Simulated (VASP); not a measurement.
Here is the system:

```xyz
2
Lattice="0.0000 2.1109 2.1109 2.1109 0.0000 2.1109 2.1109 2.1109 0.0000" Properties=species:S:1:pos:R:3 pbc="T T T"
Mg     0.0000     0.0000     0.0000
O      2.1109     2.1109     2.1109
```

Calculation: rev-vdW-DF2, VASP's PBE PAW potentials (set 64) (plane waves; VASP). Numerical set-up: 520 eV cut-off, 12×12×12 Γ-centred mesh, tetrahedra with Blöchl corrections, potentials Mg O.

Q: Tabulate the total density of states (states/eV per cell) against energy (eV; zero at the valence-band maximum or, without a gap, the Fermi level).

A: 
(E (eV), DOS (states/eV)): (-9.96, 0.00); (-9.24, 0.00); (-8.40, 0.00); (-7.68, 0.00); (-6.96, 0.00); (-6.24, 0.00); (-5.40, 0.00); (-4.68, 0.00); (-3.96, 0.93); (-3.12, 0.49); (-2.40, 0.90); (-1.68, 1.13); (-0.84, 2.89); (-0.12, 0.50); (0.60, 0.00); (1.32, 0.00); (2.16, 0.00); (2.88, 0.00); (3.60, 0.00); (4.44, 0.00); (5.16, 0.02); (5.88, 0.05); (6.60, 0.09); (7.44, 0.18); (8.16, 0.47)
Within 2 eV below the valence-band maximum the largest weight inside VASP's projection spheres is O p.

The compound is MgO in the rock salt structure. It was relaxed first.
